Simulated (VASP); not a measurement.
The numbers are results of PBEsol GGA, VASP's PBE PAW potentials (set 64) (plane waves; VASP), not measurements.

VASP input:

**POSCAR**
```
YPd3
3.991540
  1.0000000000   0.0000000000   0.0000000000
  0.0000000000   1.0000000000   0.0000000000
  0.0000000000   0.0000000000   1.0000000000
Y Pd
1 3
Cartesian
  0.0000000000   0.0000000000   0.0000000000
  0.0000000000   0.5000000000   0.5000000000
  0.5000000000   0.0000000000   0.5000000000
  0.5000000000   0.5000000000   0.0000000000
```

### INCAR
```
SYSTEM = YPd3
PREC = Accurate
ENCUT = 300
EDIFF = 1E-6
NELM = 100
ALGO = Normal
LREAL = .FALSE.
LASPH = .TRUE.
ISMEAR = -1
SIGMA = 0.1
GGA = PS
LMAXMIX = 4
LWAVE = .FALSE.
LCHARG = .FALSE.
ISIF = 2
```

File KPOINTS:
```
Automatic mesh
0
Gamma
7 7 7
0 0 0
```

POTCAR, in this order: Y_sv Pd (PBE.64 set). Program: vasp_std.

At this cut-off the stress carries a Pulay error, which pulls relaxed volumes low.

Question: Predict the energy per atom (σ→0), pressure, band gap (on the k-mesh).

Answer: 
```yaml
energy per atom (σ→0): -7.027 eV/atom
band gap (on the k-mesh): none (metal, semimetal or under 0.01 eV)
pressure: 7.74 GPa
```

### OSZICAR
```
...
DAV:   8    -0.281433505372E+02    0.12782E+00   -0.87645E-01  1176   0.635E+00    0.244E+00
DAV:   9    -0.281364088104E+02    0.69417E-02   -0.81230E-02  1072   0.190E+00    0.155E+00
DAV:  10    -0.281360300224E+02    0.37879E-03   -0.42026E-03  1104   0.439E-01    0.204E-01
DAV:  11    -0.281361246763E+02   -0.94654E-04   -0.83146E-04  1128   0.190E-01    0.268E-01
DAV:  12    -0.281360409692E+02    0.83707E-04   -0.38821E-04  1032   0.107E-01    0.203E-02
DAV:  13    -0.281360418108E+02   -0.84154E-06   -0.13354E-05  1056   0.236E-02    0.279E-02
DAV:  14    -0.281360413649E+02    0.44582E-06   -0.52125E-07   648   0.435E-03
   1 F= -.28136041E+02 E0= -.28109539E+02  d E =-.530056E-01
```

The structure comes from a measured YPd3 entry of the Crystallography Open Database, whose conditions weren't checked. The cell was not relaxed at this level, and its volume differs by -5.9 % from the start's. The electron count is odd and the run is not spin-polarised, which forces a metal.
